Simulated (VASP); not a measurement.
Level of theory: rev-vdW-DF2, VASP's PBE PAW potentials (set 64) (plane waves; VASP).

A VASP calculation is set up with these files.

KPOINTS:
```
kpoints
0
G
 7 7 7
```

INCAR:
```
! general
SYSTEM    =  KBr
PREC      =  Accurate
ENCUT     =  520
LREAL     =  F
LASPH     =  T

! electronic loop
EDIFF     =  1E-7
NELM      =  100
ALGO      =  Normal
LMAXMIX   =  4

! smearing
ISMEAR    =  0
SIGMA     =  0.05

! functional
GGA       =  MK
LUSE_VDW  =  T
AGGAC     =  0.0
PARAM1    =  0.1234568
PARAM2    =  0.7114
ZAB_VDW   =  -1.8867

! ions
ISIF      =  2

! output
LWAVE     =  F
LCHARG    =  F
```

File POSCAR:
```
KBr
1
    0.0000000000     3.3522992659     3.3522992659
    3.3522992659     0.0000000000     3.3522992659
    3.3522992659     3.3522992659     0.0000000000
K Br
1 1
Direct
  0.0000000000   0.0000000000   0.0000000000
  0.5000000000   0.5000000000   0.5000000000
```

POTCAR, in this order: K_sv Br (PBE.64 set). Program: vasp_std.

Output of the run:

File OSZICAR:
```
       N       E                     dE             d eps       ncg     rms          rms(c)
DAV:   1     0.103285571993E+03    0.10329E+03   -0.68946E+03   480   0.116E+03
DAV:   2     0.338543853728E+01   -0.99900E+02   -0.94147E+02   612   0.259E+02
DAV:   3    -0.276482601991E+01   -0.61503E+01   -0.61209E+01   628   0.594E+01
DAV:   4    -0.299812137719E+01   -0.23330E+00   -0.23307E+00   808   0.102E+01
DAV:   5    -0.300045051251E+01   -0.23291E-02   -0.23290E-02   632   0.939E-01    0.317E+00
DAV:   6    -0.280898344411E+01    0.19147E+00   -0.31124E-01   580   0.285E+00    0.231E+00
DAV:   7    -0.278837495528E+01    0.20608E-01   -0.12911E-01   604   0.209E+00    0.110E+00
DAV:   8    -0.279280582478E+01   -0.44309E-02   -0.14182E-02   684   0.103E+00    0.135E-01
DAV:   9    -0.279295515935E+01   -0.14933E-03   -0.49631E-04   616   0.149E-01    0.775E-02
DAV:  10    -0.279316756193E+01   -0.21240E-03   -0.21057E-04   568   0.134E-01    0.141E-02
DAV:  11    -0.279316816497E+01   -0.60304E-06   -0.69403E-06   736   0.180E-02    0.561E-03
DAV:  12    -0.279316881730E+01   -0.65233E-06   -0.10307E-06   588   0.945E-03    0.130E-03
DAV:  13    -0.279316889154E+01   -0.74239E-07   -0.12852E-07   572   0.249E-03
   1 F= -.27931689E+01 E0= -.27931689E+01  d E =-.387289E-11
```

OUTCAR:
```
------------------------ aborting loop because EDIFF is reached ----------------------------------------
  FORCE on cell =-STRESS in cart. coord.  units (eV):
  Direction    XX          YY          ZZ          XY          YZ          ZX
  --------------------------------------------------------------------------------------
  Total       -0.3757469     -0.3757469     -0.3757469      0.0000000      0.0000000      0.0000000
  in kB       -7.9900169     -7.9900169     -7.9900169      0.0000000      0.0000000      0.0000000
  external PRESSURE =      -7.9900169 kB  Pullay stress =       0.0000000 kB
  volume of cell :       75.35
      direct lattice vectors                 reciprocal lattice vectors
     0.000000000  3.352299266  3.352299266    -0.149151362  0.149151362  0.149151362
     3.352299266  0.000000000  3.352299266     0.149151362 -0.149151362  0.149151362
     3.352299266  3.352299266  0.000000000     0.149151362  0.149151362 -0.149151362
  FREE ENERGIE OF THE ION-ELECTRON SYSTEM (eV)
  ---------------------------------------------------
  free  energy   TOTEN  =        -2.7931688915 eV

  energy  without entropy=       -2.7931688915  energy(sigma->0) =       -2.79316889
```
(Selected blocks of OUTCAR.)

The compound is KBr in the rock salt structure. This cell is one point of a volume scan, at 1.06 of the reference volume.
